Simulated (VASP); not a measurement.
An input for Ansatz (written as the equivalent of a VASP run, and not itself run):

Ansatz 0.2 input:
```yaml
crystal:
  lattice:
    - [0.0000000, 2.4400000, 2.4400000]
    - [2.4400000, 0.0000000, 2.4400000]
    - [2.4400000, 2.4400000, 0.0000000]
  atoms:
    - { symbol: Y, position: [0.0000000, 0.0000000, 0.0000000] }
    - { symbol: N, position: [0.5000000, 0.5000000, 0.5000000] }
kpoints:
  mp_grid: { grid: [8, 8, 8] }
hamiltonian:
  xc: pbe
  dispersion: d4
  pseudopotentials: { kind: paw }
scf:
  occupations: { method: gaussian, width: 0.05 }
  max_iter: 100
relax:
  max_steps: 60
  f_tol: 0.01
  cell: {}
output: { forces: true, stress: true, eigenvalues: true }
```

**Question.** Write the VASP files for the same calculation (PBE-D4).

**Answer.** Several could match; the one computed here: 
KPOINTS:
```
Automatic
0
Gamma
 8 8 8
```

POSCAR:
```
YN
1.0
  0.0000000000   2.4400000000   2.4400000000
  2.4400000000   0.0000000000   2.4400000000
  2.4400000000   2.4400000000   0.0000000000
Y N
1 1
direct
  0.0000000000   0.0000000000   0.0000000000
  0.5000000000   0.5000000000   0.5000000000
```

**INCAR**
```
! general
SYSTEM   =  YN
PREC     =  Accurate
ENCUT    =  520
LREAL    =  .False.   ! projection in real space or not
LASPH    =  .True.   ! aspherical one-centre terms

! electronic loop
EDIFF    =  1E-6   ! SCF stop (eV)
NELM     =  100   ! most electronic steps
ALGO     =  Normal
LMAXMIX  =  4   ! l cut-off of mixed one-centre charges

! smearing
ISMEAR   =  0
SIGMA    =  0.05   ! width (eV)

! functional
GGA      =  PE
IVDW     =  13

! ions
IBRION   =  2
NSW      =  60   ! most ionic steps
ISIF     =  3   ! ions, shape and volume
EDIFFG   =  -0.01

! output
LWAVE    =  .False.
LCHARG   =  .False.
```

POTCAR, in this order: Y_sv N (PBE.64 set). Program: vasp_std.

Limits of the translation: each code has its own PAW files, so the cut-off isn't converted (ENCUT is set for VASP's; basis.ecutwfc is left out, and Ansatz then takes the one that its files recommend); Ansatz stops its SCF on the density residual and VASP on the energy change (EDIFF).

The compound is YN in the rock salt structure. This run relaxes it. Symmetry was kept, so distortions that lower it aren't found.
